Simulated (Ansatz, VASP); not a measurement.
# CsBa3 in VASP and in Ansatz

The input INCAR:

```
SYSTEM = CsBa3
ALGO = Normal
EDIFF = 1E-7
ENCUT = 520
GGA = PS
ISIF = 2
ISMEAR = 0
LASPH = .True.
LCHARG = .True.
LELF = .True.
LREAL = .False.
LVHAR = .True.
LWAVE = .False.
NBANDS = 28
NELM = 100
PREC = Accurate
SIGMA = 0.1
```

The input KPOINTS:

```
k-points
0
Gamma
  6 6 6
  0 0 0
```

File POSCAR:

```
CsBa3
1.0
    6.6643386887      0.0000000000      0.0000000000
    0.0000000000      6.6643386887      0.0000000000
    0.0000000000      0.0000000000      6.6643386887
Cs Ba
1 3
Direct
    0.0000000000      0.0000000000      0.0000000000
    0.0000000000      0.5000000000      0.5000000000
    0.5000000000      0.0000000000      0.5000000000
    0.5000000000      0.5000000000      0.0000000000
```

Input for Ansatz:

```yaml
crystal:
  lattice:
    - [6.6643386887, 0.0, 0.0]
    - [0.0, 6.6643386887, 0.0]
    - [0.0, 0.0, 6.6643386887]
  atoms:
    - { symbol: Cs, position: [0.0, 0.0, 0.0] }
    - { symbol: Ba, position: [0.0, 0.5, 0.5] }
    - { symbol: Ba, position: [0.5, 0.0, 0.5] }
    - { symbol: Ba, position: [0.5, 0.5, 0.0] }
basis:
  ecutwfc: 420
kpoints:
  mp_grid: { grid: [6, 6, 6] }
hamiltonian:
  xc: pbesol
scf:
  occupations: { method: gaussian, width: 0.1 }
output:
  forces: true
  stress: true
  eigenvalues: true
```

Alike in both runs: task single point; functional PBEsol; k mesh 6 × 6 × 6; occupations gaussian, width 0.1 eV; no spin polarisation.

```csv
,VASP,Ansatz
version,VASP 6.6.1,Ansatz 0.2.0
potentials or method,"VASP PAW PBE potentials, release 64 (Cs_sv, Ba_sv)","scalar-relativistic, plane waves, PAW"
plane-wave cutoff (eV),520,420
valence electrons in the cell,39,39
```

```csv
,VASP,Ansatz,Ansatz less VASP
gap on the k mesh at the Fermi level (eV),none,none,-
pressure (GPa),-0.6,-0.6,-0.01
```

A gap of «none» marks a metal or a gap that the smearing closes.

Caveats: the PAW data sets were made with another functional, which shifts forces and pressure a little (VASP). The runs have no spin-orbit coupling, so splittings on Ba, Cs are missing.
